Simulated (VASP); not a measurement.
Consider the following.

```
CELL_PARAMETERS angstrom
      4.03774     0.00000     0.00000
      0.00000     4.03774     0.00000
      0.00000     0.00000     2.83273
ATOMIC_POSITIONS crystal
  Al 0.50000 0.00000 0.50000
  Al 0.00000 0.50000 0.50000
  Cu 0.00000 0.00000 0.00000
```

Computed with LDA (Ceperley-Alder, Perdew-Zunger), VASP's LDA PAW potentials (set 64) (plane waves; VASP). Settings: 400 eV cut-off, 7×7×10 Γ-centred mesh, first-order Methfessel-Paxton smearing of 0.10 eV, potentials Al Cu.

Question: Predict the energy per atom (σ→0), band gap (on the k-mesh) with the smallest direct gap where there is one.

Answer: 
```yaml
band gap (on the k-mesh): none (metal, semimetal or under 0.01 eV)
energy per atom (σ→0): -4.406 eV/atom
```

The absolute energy has meaning only against runs of the same code, potentials and settings.

The structure comes from a computed database's Al2Cu entry (P4/mmm); how it stands against other phases isn't given here. It was relaxed first, which changed the volume by -5 %. The start is the result of an earlier pass. The electron count is odd and the run is not spin-polarised, which forces a metal.
